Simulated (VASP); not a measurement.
Consider the following.

```
CELL_PARAMETERS angstrom
      0.00000     3.14209     3.19149
      3.12975     0.00000     3.19149
      3.12975     3.14209     0.00000
ATOMIC_POSITIONS crystal
  Mg 0.25000 0.25000 0.25000
  Mg 0.75000 0.75000 0.75000
  Ge 0.99311 0.00689 0.00689
```

Calculation: PBE GGA, VASP's PBE PAW potentials (set 64) (plane waves; VASP). Run with EDIFF = 1E-2, 400 eV cut-off, 6×6×6 Γ-centred mesh, Gaussian smearing of 0.050 eV, potentials Mg Ge_d.

Task: Predict the energy per atom (σ→0), pressure.

Result: 
```json
{
 "energy per atom (σ→0)": "-2.767 eV/atom",
 "pressure": "9.41 GPa"
}
```

The compound is Mg2Ge in the antifluorite structure. The cell was not relaxed at this level, atoms are displaced from their ideal sites. The run is one of a series of settings (EDIFF = 1E-2 against the base run), some of them coarse on purpose.
